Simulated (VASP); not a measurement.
These are TPSS meta-GGA, VASP's PBE PAW potentials (set 64) (plane waves; VASP) values and carry that method's errors.

Input for VASP

**INCAR**
```
LREAL=F
NELM=100
LMIXTAU=T
METAGGA=TPSS
EDIFFG=-0.01
LCHARG=F
EDIFF=1E-6
SIGMA=0.1   ! width (eV)
ENCUT=520   ! plane-wave cut-off (eV)
ISIF=3
ALGO=Normal
LWAVE=F
SYSTEM=Be
ISMEAR=1   ! Methfessel-Paxton
IBRION=2
LASPH=T
PREC=Accurate
NSW=60   ! most ionic steps
```

POSCAR:
```
Be
1
    1.1450000000    -1.9831980000     0.0000000000
    1.1450000000     1.9831980000     0.0000000000
    0.0000000000     0.0000000000     3.5800000000
Be
2
Direct
  0.3333330000   0.6666670000   0.2500000000
  0.6666670000   0.3333330000   0.7500000000
```

### KPOINTS
```
Automatic mesh
0
Gamma
16 16 9
0 0 0
```

POTCAR, in this order: Be (PBE.64 set). Program: vasp_std.

What will the output report for the number of irreducible k-points (NKPTS), largest plane-wave count, number of space-group operations, FFT grid (NGX, NGY, NGZ)?

* **number of irreducible k-points (NKPTS)**: 150
* **largest plane-wave count**: 451
* **number of space-group operations**: 24
* **FFT grid (NGX, NGY, NGZ)**: 18 × 18 × 28

The compound is Be in the hcp structure. This run relaxes it. Symmetry was kept, so distortions that lower it aren't found.
